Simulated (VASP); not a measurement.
Data:

```yaml
crystal:
  lattice:
    - [0.00000, 2.91938, 2.91938]
    - [2.91938, 0.00000, 2.91938]
    - [2.91938, 2.91938, 0.00000]
  atoms:
    - { symbol: Ag, position: [0.00000, 0.00000, 0.00000] }
    - { symbol: Br, position: [0.50000, 0.50000, 0.50000] }
```

Method: PBE GGA, VASP's PBE PAW potentials (set 64) (plane waves; VASP 6.6.1). Numerical set-up: 520 eV cut-off, 6×6×6 Γ-centred mesh, Gaussian smearing of 0.050 eV, potentials Ag Br.

Task: Predict the energy per atom (σ→0), band gap (on the k-mesh) with the smallest direct gap where there is one.

Result: 
```
Item                                         Result
-----------------------------------  --------------
band gap (on the k-mesh)                    0.69 eV
smallest direct gap (on the k-mesh)         2.44 eV
energy per atom (σ→0)                -2.500 eV/atom
```

Only differences to runs with the same potentials and settings are physical.

The compound is AgBr in the rock salt structure. It was relaxed first.
